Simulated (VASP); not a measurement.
Given:

```yaml
crystal:
  lattice:
    - [2.25247, -3.90140, 0.00000]
    - [2.25247, 3.90140, 0.00000]
    - [0.00000, 0.00000, 5.05026]
  atoms:
    - { symbol: Se, position: [0.00000, 0.21987, 0.66667] }
    - { symbol: Se, position: [0.78013, 0.78013, 0.00000] }
    - { symbol: Se, position: [0.21987, 0.00000, 0.33333] }
```

Calculation: PBE GGA, VASP's PBE PAW potentials (set 64) (plane waves; VASP 6.6.1). Run with 480 eV cut-off, 6×6×6 Γ-centred mesh, Gaussian smearing of 0.050 eV, potentials Se.

Without a dispersion term in the relaxation, distances and binding between the weakly bound layers, chains or molecules are unreliable, and so is what depends on them.

Problem. Predict the energy per atom (σ→0), band gap (on the k-mesh) with the smallest direct gap where there is one.

Solution. 
| Item | Result |
|---|---|
| band gap (on the k-mesh) | 1.00 eV |
| smallest direct gap (on the k-mesh) | 1.21 eV |
| energy per atom (σ→0) | -3.503 eV/atom |

Only differences to runs with the same potentials and settings are physical.

The compound is Se in the trig structure. It was relaxed first, which changed the volume by +8 %.
